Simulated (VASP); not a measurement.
Energy against volume of Ti (hcp). All values below come from PW91 GGA, VASP's PBE PAW potentials (set 64) (plane waves; VASP). Settings: 520 eV cut-off, 14×14×8 Γ-centred mesh, first-order Methfessel-Paxton smearing of 0.10 eV, potentials Ti_sv.

Shape and ions are relaxed at each volume.

| V (Å³/atom) | E (eV/atom) |
|---|---|
| 16.766 | -7.79212 |
| 17.285 | -7.79798 |
| 17.803 | -7.79291 |
| 18.322 | -7.77832 |

Q: Fit these four points and predict the energy of the run at 16.248 Å³/atom.

A: A cubic in V^(−2/3), the third-order Birch-Murnaghan form, passes through the four points with V0 = 17.29 Å³/atom and B0 = 112 GPa, and gives -7.7737 eV/atom there. The run gave -7.7737 eV/atom, -0.1 meV/atom from the fit; all five points give B0 = 112 GPa.

The compound is Ti in the hcp structure. It was relaxed first.
